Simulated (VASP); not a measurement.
Energy against volume of Ba (bcc). Method: r2SCAN+rVV10, VASP's PBE PAW potentials (set 64) (plane waves; VASP). Settings: 520 eV cut-off, 10×10×10 Γ-centred mesh, first-order Methfessel-Paxton smearing of 0.10 eV, potentials Ba_sv.

```csv
V (Å³/atom),E (eV/atom)
59.989,-26.18532
61.904,-26.18998
63.819,-26.19107
65.733,-26.18913
```

Task: Fit these four points and predict the energy of the run at 67.648 Å³/atom.

Result: A cubic in V^(−2/3), the third-order Birch-Murnaghan form, passes through the four points with V0 = 63.50 Å³/atom and B0 = 9 GPa, and gives -26.1846 eV/atom there. The run gave -26.1845 eV/atom, +0.1 meV/atom from the fit; all five points give B0 = 9 GPa.

The compound is Ba in the bcc structure. It was relaxed first.
